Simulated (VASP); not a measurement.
Calculation: LDA (Ceperley-Alder, Perdew-Zunger), VASP's LDA PAW potentials (set 64) (plane waves; VASP 6.6.1).

VASP input:

POSCAR:
```
As
1.0
  3.5015394195  -1.8832873004  -0.0571804397
  3.5015394195   1.8832873004  -0.0571804397
  2.5395202158   0.0000000000   3.0596820846
As
2
Cart
  2.2018882610  -0.0000000000   0.6796123519
  7.3407107938   0.0000000000   2.2657088533
```

### INCAR
```
SYSTEM  =  As
PREC  =  Accurate; ENCUT  =  400; LREAL  =  F
LASPH  =  T
EDIFF  =  1E-8; NELM  =  100; ALGO  =  Normal
LMAXMIX  =  4
ISMEAR  =  1; SIGMA  =  0.1
IBRION  =  1; NSW  =  30; ISIF  =  2
EDIFFG  =  -0.001
LWAVE  =  F; LCHARG  =  F
```

**KPOINTS**
```
Automatic mesh
0
Gamma
11 11 11
```

POTCAR, in this order: As (LDA.64 set). Program: vasp_std.

What VASP printed:

### OSZICAR
```
       N       E                     dE             d eps       ncg     rms          rms(c)
DAV:   1     0.237057533222E+02    0.23706E+02   -0.38212E+03  2636   0.756E+02
DAV:   2    -0.982006306335E+01   -0.33526E+02   -0.32559E+02  4033   0.114E+02
DAV:   3    -0.108248118251E+02   -0.10047E+01   -0.10032E+01  3046   0.235E+01
DAV:   4    -0.108297085024E+02   -0.48967E-02   -0.48942E-02  3313   0.171E+00
DAV:   5    -0.108297211992E+02   -0.12697E-04   -0.12696E-04  3021   0.755E-02    0.364E+00
DAV:   6    -0.108024138022E+02    0.27307E-01   -0.77584E-03  2901   0.581E-01    0.215E+00
DAV:   7    -0.107879801509E+02    0.14434E-01   -0.15486E-02  2887   0.838E-01    0.697E-02
DAV:   8    -0.107879629808E+02    0.17170E-04   -0.27281E-04  2730   0.133E-01    0.206E-02
DAV:   9    -0.107879668260E+02   -0.38452E-05   -0.20797E-05  3139   0.326E-02    0.857E-03
DAV:  10    -0.107879663240E+02    0.50197E-06   -0.19513E-06  3039   0.906E-03    0.263E-03
DAV:  11    -0.107879663929E+02   -0.68818E-07   -0.18070E-07  2946   0.314E-03    0.366E-04
DAV:  12    -0.107879663908E+02    0.20635E-08   -0.13134E-08  1510   0.708E-04
   1 F= -.10787966E+02 E0= -.10788054E+02  d E =-.107880E+02
       N       E                     dE             d eps       ncg     rms          rms(c)
DAV:   1    -0.107879695649E+02   -0.31721E-05   -0.14736E-04  2730   0.770E-02    0.353E-03
DAV:   2    -0.107879698150E+02   -0.25010E-06   -0.44113E-06  3200   0.159E-02    0.947E-04
DAV:   3    -0.107879697971E+02    0.17969E-07   -0.58407E-08  3033   0.170E-03    0.430E-04
DAV:   4    -0.107879697931E+02    0.39201E-08   -0.88190E-09  1961   0.584E-04
   2 F= -.10787970E+02 E0= -.10788060E+02  d E =-.340233E-05
       N       E                     dE             d eps       ncg     rms          rms(c)
DAV:   1    -0.107879699267E+02   -0.12961E-06   -0.13077E-05  2735   0.229E-02    0.105E-03
DAV:   2    -0.107879699500E+02   -0.23308E-07   -0.39059E-07  3205   0.474E-03    0.280E-04
DAV:   3    -0.107879699487E+02    0.13071E-08   -0.45788E-09  2022   0.489E-04
   3 F= -.10787970E+02 E0= -.10788061E+02  d E =-.155529E-06
```

File OUTCAR:
```
------------------------ aborting loop because EDIFF is reached ----------------------------------------
  FORCE on cell =-STRESS in cart. coord.  units (eV):
  Direction    XX          YY          ZZ          XY          YZ          ZX
  --------------------------------------------------------------------------------------
  Total       -0.0214449     -0.0025762     -0.0043737      0.0000000      0.0000000     -0.0058238
  in kB       -0.8400500     -0.1009149     -0.1713284      0.0000000      0.0000000     -0.2281339
  external PRESSURE =      -0.3707644 kB  Pullay stress =       0.0000000 kB
  volume of cell :       40.90
      direct lattice vectors                 reciprocal lattice vectors
     3.501539419 -1.883287300 -0.057180440     0.140884800 -0.265493215 -0.116933652
     3.501539419  1.883287300 -0.057180440     0.140884800  0.265493215 -0.116933652
     2.539520216  0.000000000  3.059682085     0.005265812  0.000000000  0.322460745
 POSITION                                       TOTAL-FORCE (eV/Angst)
 -----------------------------------------------------------------------------------
      2.20235      0.00000      0.67975         0.000018      0.000000      0.000006
      7.34025      0.00000      2.26557        -0.000018      0.000000     -0.000006
 -----------------------------------------------------------------------------------
    total drift:                                0.000000      0.000000      0.000000
  FREE ENERGIE OF THE ION-ELECTRON SYSTEM (eV)
  ---------------------------------------------------
  free  energy   TOTEN  =       -10.7879699487 eV

  energy  without entropy=      -10.7882418123  energy(sigma->0) =      -10.78806057

 reached required accuracy - stopping structural energy minimisation
```
(Selected blocks of OUTCAR.)

CONTCAR:
```
As
   1.00000000000000
     3.5015394194999998   -1.8832873003999999   -0.0571804397000000
     3.5015394194999998    1.8832873003999999   -0.0571804397000000
     2.5395202158000001    0.0000000000000000    3.0596820845999999
  As
     2
Direct
     0.2307914570111214    0.2307914570111214    0.2307914570111214
     0.7692085429888786    0.7692085429888786    0.7692085429888786
```

The compound is As in the a7 structure. This run relaxes the ions in a fixed cell. Symmetry was kept, so distortions that lower it aren't found. The start is the result of an earlier pass.
